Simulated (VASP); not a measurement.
An input for Quantum ESPRESSO's pw.x (written as the equivalent of a VASP run, and not itself run):

```
&CONTROL
  calculation = 'vc-relax'
  pseudo_dir = './pseudo'
  outdir = './out'
  tprnfor = .true.
  tstress = .true.
  nstep = 30
  forc_conv_thr = 0.00039
/
&SYSTEM
  ibrav = 0
  nat = 2
  ntyp = 2
  ecutwfc = 90
  occupations = 'smearing'
  smearing = 'methfessel-paxton'
  degauss = 0.00735
  input_dft = 'pbe'
  vdw_corr = 'grimme-d3'
  dftd3_version = 3
  dftd3_threebody = .false.
  nspin = 2
  starting_magnetization(1) = 0.29
  starting_magnetization(2) = 0.03
/
&ELECTRONS
  conv_thr = 7.3e-09
  electron_maxstep = 100
/
&IONS
/
&CELL
  cell_dofree = 'shape'
/
ATOMIC_SPECIES
  Fe 55.845 Fe.upf
  Pt 195.084 Pt.upf
CELL_PARAMETERS angstrom
     2.7408906    0.0000000    0.0000000
     0.0000000    2.7408906    0.0000000
     0.0000000    0.0000000    3.8143524
ATOMIC_POSITIONS crystal
  Fe   0.0000000  0.0000000  0.0000000
  Pt   0.5000000  0.5000000  0.5000000
K_POINTS automatic
  13 13 10 0 0 0
```

Q: Write the VASP files for the same calculation (PBE-D3 (zero damping)).

A: One answer among several that fit: 
POSCAR:
```
FePt
1
    2.7408906432     0.0000000000     0.0000000000
    0.0000000000     2.7408906432     0.0000000000
    0.0000000000     0.0000000000     3.8143524381
Fe Pt
1 1
Direct
  0.0000000000   0.0000000000   0.0000000000
  0.5000000000   0.5000000000   0.5000000000
```

### INCAR
```
NSW=30
ENCUT=520
EDIFFG=-0.01
ISPIN=2   # spin-polarised
SYSTEM=FePt
ALGO=Normal
EDIFF=1E-7   # SCF stop (eV)
LCHARG=.False.
GGA=PE
LWAVE=.False.
LMAXMIX=6
ISIF=4   # ions and shape, fixed volume
SIGMA=0.1
LASPH=.True.
IVDW=11
NELM=100
ISMEAR=1   # Methfessel-Paxton
PREC=Accurate
LREAL=.False.
MAGMOM=2.9 0.3
LORBIT=10
IBRION=2
```

**KPOINTS**
```
kpoints
0
gamma
 13 13 10
```

POTCAR, in this order: Fe Pt (PBE.64 set). Program: vasp_std.

What does not carry over: the potentials are each code's own (VASP's PAW set, PseudoDojo norm-conserving files in pw.x), so ENCUT and ecutwfc are chosen apart and not converted; conv_thr bounds pw.x's estimated SCF error, while EDIFF bounds the energy change between steps; starting_magnetization is a fraction of the valence charge and MAGMOM a moment in μB, so they match only roughly; forc_conv_thr acts on force components and is met together with etot_conv_thr.

The compound is FePt in the L1_0 structure. This cell is one point of a volume scan, at 1.06 of the reference volume. Symmetry was kept, so distortions that lower it aren't found.
